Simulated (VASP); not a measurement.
# WS2 (Tungstenite): input slips in a relaxation and what they do, part 2 of 2

Some relaxations of WS2 (Tungstenite) get a fault in the input on purpose. Which of them show, and how? The starting structure is a measured crystal structure from the Crystallography Open Database. The first relaxation on each setting starts from this cell expanded by 3 % in volume.

VASP 6.6.1.

Results so far: reference 18.05 Å³ an atom.

### 5. Relaxation with a k mesh far too coarse

Level of this step: PBEsol; plane waves and PAW (W, S) (VASP).

A slip made on purpose: a k mesh far too coarse. Against step 2 the input has a 1×1×1 mesh (also changed: NELM, NCORE and KPAR).

File INCAR:

```
SYSTEM = WS2
PREC = Accurate
ENCUT = 450
EDIFF = 1E-06
NELM = 60
ISMEAR = 0
SIGMA = 0.03
LREAL = .FALSE.
ALGO = Normal
GGA = PS
NBANDS = 24
LASPH = .TRUE.
LORBIT = 11
LWAVE = .FALSE.
LCHARG = .FALSE.
NCORE = 8
IBRION = 2
NSW = 50
ISIF = 3
EDIFFG = -0.006
```

File POSCAR:

```
WS2
1.0
    3.1844218325      0.0000000000      0.0000000000
   -1.5922109162      2.7577902033      0.0000000000
    0.0000000000      0.0000000000     12.4450178364
W S
2 4
Direct
    0.6666666667      0.3333333333      0.7500000000
    0.3333333333      0.6666666667      0.2500000000
    0.6666666667      0.3333333333      0.3775000000
    0.3333333333      0.6666666667      0.8775000000
    0.6666666667      0.3333333333      0.1225000000
    0.3333333333      0.6666666667      0.6225000000
```

File KPOINTS:

```
Automatic mesh
0
Gamma
1 1 1
0 0 0
```

PAW data sets: W and S (PBE family, release 64).

Run with:

```
$ mpirun -np 8 vasp_std
```

Output:

```text
[banner, memory and clock lines left out]
running    8 mpi-ranks, on    1 nodes
[...]
[... a notice as in an earlier step ...]

 [... a notice as in an earlier step ...]

 LDA part: xc-table for (Slater+PW92), standard interpolation
 POSCAR, INCAR and KPOINTS ok, starting setup
[...]
entering main loop
       N       E                     dE             d eps       ncg     rms          rms(c)
DAV:   1     0.196073034153E+03    0.19607E+03   -0.15067E+04    48   0.113E+03
DAV:   2    -0.161255633894E+02   -0.21220E+03   -0.20222E+03    64   0.289E+02
DAV:   3    -0.353114206199E+02   -0.19186E+02   -0.19055E+02    72   0.737E+01
DAV:   4    -0.357023736711E+02   -0.39095E+00   -0.39054E+00    56   0.111E+01
[...]
DAV:  14    -0.333600337639E+02   -0.72172E-04   -0.13700E-04    56   0.685E-02    0.742E-02
DAV:  15    -0.333600323975E+02    0.13664E-05   -0.13693E-05    64   0.192E-02    0.345E-02
DAV:  16    -0.333600326086E+02   -0.21113E-06   -0.16030E-06    40   0.769E-03
   1 F= -.33360033E+02 E0= -.33360033E+02  d E =-.333600E+02
[... from here on, the cycles between the ionic steps are left out ...]
   2 F= -.35187588E+02 E0= -.35187588E+02  d E =-.182756E+01
   3 F= -.35662383E+02 E0= -.35662383E+02  d E =-.230235E+01
   5 F= -.36022768E+02 E0= -.36022768E+02  d E =-.359711E+00
   7 F= -.36319129E+02 E0= -.36319129E+02  d E =-.656071E+00
   9 F= -.36394687E+02 E0= -.36394687E+02  d E =-.755578E-01
  11 F= -.36405427E+02 E0= -.36405427E+02  d E =-.107402E-01
  13 F= -.36417127E+02 E0= -.36417127E+02  d E =-.116999E-01
  15 F= -.36421046E+02 E0= -.36421046E+02  d E =-.391920E-02
  17 F= -.36421745E+02 E0= -.36421745E+02  d E =-.698944E-03
  19 F= -.36421971E+02 E0= -.36421971E+02  d E =-.225376E-03
  21 F= -.36422163E+02 E0= -.36422163E+02  d E =-.192702E-03
  23 F= -.36422250E+02 E0= -.36422250E+02  d E =-.872116E-04
  25 F= -.36422330E+02 E0= -.36422330E+02  d E =-.790657E-04
  27 F= -.36422365E+02 E0= -.36422365E+02  d E =-.298797E-04
  29 F= -.36422363E+02 E0= -.36422363E+02  d E =-.277925E-04
  31 F= -.36422395E+02 E0= -.36422395E+02  d E =-.316646E-04
  32 F= -.36422395E+02 E0= -.36422395E+02  d E =-.316476E-04
[...]
reached required accuracy - stopping structural energy minimisation
```

The job ended after 73 s (8 MPI ranks of AMD EPYC 7R43, shared host; peak memory 0.69 GiB).

Parts of OUTCAR (step 5):

```text
  Total        0.0263106      0.0263106      0.0354962      0.0000000      0.0000000      0.0000000
  in kB        0.2974637      0.2974637      0.4013147      0.0000000      0.0000000      0.0000000
  external PRESSURE =       0.3320807 kB  Pullay stress =       0.0000000 kB

 POSITION                                       TOTAL-FORCE (eV/Angst)
 -----------------------------------------------------------------------------------
      1.68644      0.97367     10.78790        -0.000000      0.000000      0.000000
     -0.00000      1.94733      3.59597         0.000000      0.000000      0.000000
      1.68644      0.97367      4.99818        -0.000000     -0.000000     -0.002687
     -0.00000      1.94733     12.19011        -0.000000      0.000000     -0.002687
      1.68644      0.97367      2.19375         0.000000     -0.000000      0.002687
     -0.00000      1.94733      9.38569         0.000000     -0.000000      0.002687
 -----------------------------------------------------------------------------------
    total drift:                               -0.000000      0.000000     -0.000000

  FREE ENERGIE OF THE ION-ELECTRON SYSTEM (eV)
  ---------------------------------------------------
  free  energy   TOTEN  =       -36.4223947825 eV

  energy  without entropy=      -36.4223947825  energy(sigma->0) =      -36.42239478

[... 1 part as in an earlier step ...]

[... 3 further parts left out ...]
[key lines of the parts left out:]
E-fermi :   4.6462
```

With a k mesh far too coarse the cell ends at 23.619 Å³ an atom, +30.87 % from the reference.

### 6. Relaxation with too few electronic steps

A slip made on purpose: too few electronic steps. Against step 2 the input has NELM = 4 (also changed: NSW).

Changes to INCAR since step 5:

```diff
@@ -4,3 +4,3 @@
 EDIFF = 1E-06
-NELM = 60
+NELM = 4
 ISMEAR = 0
@@ -15,5 +15,5 @@
 LCHARG = .FALSE.
-NCORE = 8
+KPAR = 8
 IBRION = 2
-NSW = 50
+NSW = 30
 ISIF = 3
```

POSCAR is that of step 5.

File KPOINTS:

```
Automatic mesh
0
Gamma
9 9 2
0 0 0
```

Run with:

```
$ mpirun -np 8 vasp_std
```

Output:

```text
[... set-up lines as in an earlier step ...]
 entering main loop
       N       E                     dE             d eps       ncg     rms          rms(c)
[... 4 cycles as in an earlier step ...]
 -----------------------------------------------------------------------------
|                                                                             |
|           W    W    AA    RRRRR   N    N  II  N    N   GGGG   !!!           |
|           W    W   A  A   R    R  NN   N  II  NN   N  G    G  !!!           |
|           W    W  A    A  R    R  N N  N  II  N N  N  G       !!!           |
|           W WW W  AAAAAA  RRRRR   N  N N  II  N  N N  G  GGG   !            |
|           WW  WW  A    A  R   R   N   NN  II  N   NN  G    G                |
|           W    W  A    A  R    R  N    N  II  N    N   GGGG   !!!           |
|                                                                             |
|     The electronic self-consistency was not achieved in the given           |
|     number of steps (NELM). The forces and other quantities evaluated       |
[...]
|     The electronic self-consistency was not achieved in the given           |
[... from here on, the cycles between the ionic steps are left out ...]
   2 F= -.50096989E+02 E0= -.50096773E+02  d E =0.329399E+01
[...]
|     The electronic self-consistency was not achieved in the given           |
   3 F= -.50546101E+02 E0= -.50546101E+02  d E =0.284488E+01
   5 F= -.50599492E+02 E0= -.50599492E+02  d E =0.279149E+01
   7 F= -.50424278E+02 E0= -.50424278E+02  d E =0.176916E+00
   9 F= -.50659672E+02 E0= -.50659672E+02  d E =-.265143E-01
  11 F= -.50659772E+02 E0= -.50659772E+02  d E =-.266140E-01
  13 F= -.50660566E+02 E0= -.50660566E+02  d E =-.567527E-03
  15 F= -.50661506E+02 E0= -.50661506E+02  d E =-.856306E-03
  17 F= -.50666575E+02 E0= -.50666575E+02  d E =-.592593E-02
  19 F= -.50662892E+02 E0= -.50662892E+02  d E =0.455809E-02
  21 F= -.50667857E+02 E0= -.50667857E+02  d E =-.406801E-03
  23 F= -.50667856E+02 E0= -.50667856E+02  d E =-.406133E-03
  25 F= -.50668075E+02 E0= -.50668075E+02  d E =-.219099E-03
  27 F= -.50668166E+02 E0= -.50668166E+02  d E =-.912832E-04
  29 F= -.50668176E+02 E0= -.50668176E+02  d E =-.116582E-04
  30 F= -.50668210E+02 E0= -.50668210E+02  d E =-.457625E-04
[...]
opt :   8.4783  next Energy=   -50.668284 (dE=-0.119E-03)
```

Run time: 3.8 min. Hardware: 8 MPI ranks; peak memory 2 GiB.

OUTCAR, selected parts (step 6):

```text
  Total        0.0116040      0.0116040     -0.0291276      0.0000000      0.0000000      0.0000000
  in kB        0.1708166      0.1708166     -0.4287728      0.0000000      0.0000000      0.0000000
  external PRESSURE =      -0.0290465 kB  Pullay stress =       0.0000000 kB

 POSITION                                       TOTAL-FORCE (eV/Angst)
 -----------------------------------------------------------------------------------
      1.57106      0.90705      9.54711        -0.000000      0.000000     -0.000000
     -0.00000      1.81411      3.18237         0.000000      0.000000     -0.000000
      1.57106      0.90705      4.75023         0.000000      0.000000      0.006982
     -0.00000      1.81411     11.11497         0.000000      0.000000      0.006982
      1.57106      0.90705      1.61451        -0.000000     -0.000000     -0.006982
     -0.00000      1.81411      7.97924        -0.000000      0.000000     -0.006982
 -----------------------------------------------------------------------------------
    total drift:                               -0.000000      0.000000     -0.000000

  FREE ENERGIE OF THE ION-ELECTRON SYSTEM (eV)
  ---------------------------------------------------
  free  energy   TOTEN  =       -50.6682102159 eV

  energy  without entropy=      -50.6682102159  energy(sigma->0) =      -50.66821022

[... 1 part as in an earlier step ...]

[... 2 further parts left out ...]
[key lines of the parts left out:]
E-fermi :   6.0182
```

The relaxation used up its 30 ionic steps (NSW) before forces and stress met EDIFFG.

### 7. The runs compared

```
                                          run            ended  volume (Å³/atom)  change (%)  pressure left (GPa)  core minutes
                                    reference        converged            18.047           -                  0.0          34.0
a functional's name that the tag doesn't take  stopped by VASP                 -           -                    -         0.773
                 a loose electronic threshold    not converged                 -           -                    -          20.3
                      a k mesh far too coarse        converged            23.619       30.87                 0.03          9.73
                     too few electronic steps    not converged                 -           -                    -          30.1
```

Core minutes are wall time times ranks, summed over the relaxations behind a row (those for a bulk modulus apart), on shared hosts.

### 8. Outcome

* volume of the reference: 18.05 Å³/atom
* volume against the reference, a k mesh far too coarse: +30.87 %
* run with a functional's name that the tag doesn't take: stopped by VASP
* run with a loose electronic threshold: not converged
* run with too few electronic steps: not converged

**Reading.** VASP stopped by itself in the run with a functional's name that the tag doesn't take. The runs with a loose electronic threshold and too few electronic steps didn't converge. Finished, but with signs in the output that stand out against the reference: a k mesh far too coarse, with the volume changed by +30.9 % (signs: 10.6 GPa at the first ionic step (reference: -6.0 GPa)). Further runs on this material are not shown.

[Lines on the potential files, build, host, timing and source positions are cut from VASP's logs without a mark.]

[Logs are printed without paths, hosts, clocks, repeated set-up lines and the standing remarks that a program may print on its own settings, such as how far it seeks lower states.]

[Hosts, paths, dates, database ids (printed as entryN), source tags and the programs' standing remarks are cut or masked in the printed files.]
